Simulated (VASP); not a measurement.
An input for Ansatz (written as the equivalent of a VASP run, and not itself run):

Ansatz 0.2 input:
```yaml
crystal:
  lattice:
    - [4.4166000, 2.2083000, 2.2083000]
    - [2.2083000, 4.4166000, 2.2083000]
    - [2.2083000, 2.2083000, 4.4166000]
  atoms:
    - { symbol: Fe, position: [0.0000000, 0.0000000, 0.0000000], spin: 6 }
    - { symbol: Fe, position: [0.5000000, 0.5000000, 0.5000000], spin: -2 }
    - { symbol: O, position: [0.2500000, 0.2500000, 0.2500000] }
    - { symbol: O, position: [0.7500000, 0.7500000, 0.7500000] }
kpoints:
  mp_grid: { grid: [8, 8, 8] }
hamiltonian:
  xc: pbe
  pseudopotentials: { kind: paw }
magnetization: { spin_polarized: true }
scf:
  occupations: { method: gaussian, width: 0.05 }
  max_iter: 100
output: { forces: true, stress: true, eigenvalues: true }
```

Q: Write the VASP files for the same calculation (PBE).

A: Several could match; the one computed here: 
### INCAR
```
# general
SYSTEM   =  FeO
PREC     =  Accurate
ENCUT    =  520
LREAL    =  .False.
LASPH    =  .True.

# electronic loop
EDIFF    =  1E-6
NELM     =  100
ALGO     =  Normal
LMAXMIX  =  4

# smearing
ISMEAR   =  0
SIGMA    =  0.05

# functional
GGA      =  PE

# spin
ISPIN    =  2
MAGMOM   =  6.0 -2.0 0.0 0.0

# ions
ISIF     =  2

# output
LWAVE    =  .False.
LCHARG   =  .False.
LORBIT   =  10
```

### POSCAR
```
FeO
1
    4.4166000000     2.2083000000     2.2083000000
    2.2083000000     4.4166000000     2.2083000000
    2.2083000000     2.2083000000     4.4166000000
Fe O
2 2
Direct
  0.0000000000   0.0000000000   0.0000000000
  0.5000000000   0.5000000000   0.5000000000
  0.2500000000   0.2500000000   0.2500000000
  0.7500000000   0.7500000000   0.7500000000
```

File KPOINTS:
```
Automatic mesh
0
Gamma
8 8 8
0 0 0
```

POTCAR, in this order: Fe O (PBE.64 set). Program: vasp_std.

Limits of the translation: each code has its own PAW files, so the cut-off isn't converted (ENCUT is set for VASP's; basis.ecutwfc is left out, and Ansatz then takes the one that its files recommend); Ansatz stops its SCF on the density residual and VASP on the energy change (EDIFF).

The compound is FeO in the rock salt, AFM-II order structure. The cell was not relaxed at this level. The run is one of a series of settings (MAGMOM = 6.0 -2.0 0.0 0.0 against the base run), some of them coarse on purpose.
